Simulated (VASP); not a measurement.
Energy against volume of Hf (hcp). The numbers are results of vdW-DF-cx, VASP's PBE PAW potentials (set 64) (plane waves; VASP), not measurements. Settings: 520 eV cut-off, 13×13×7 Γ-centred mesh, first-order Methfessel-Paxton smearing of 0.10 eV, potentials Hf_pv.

Shape and ions are relaxed at each volume.

```tsv
V (Å³/atom)	E (eV/atom)
20.366	-7.76851
21.016	-7.79165
21.666	-7.79898
22.316	-7.79233
```

**Question.** Fit these four points and predict the energy of the run at 22.966 Å³/atom.

**Answer.** A cubic in V^(−2/3), the third-order Birch-Murnaghan form, passes through the four points with V0 = 21.67 Å³/atom and B0 = 115 GPa, and gives -7.7733 eV/atom there. The run gave -7.7733 eV/atom, -0.0 meV/atom from the fit; all five points give B0 = 115 GPa.

The compound is Hf in the hcp structure. It was relaxed first.
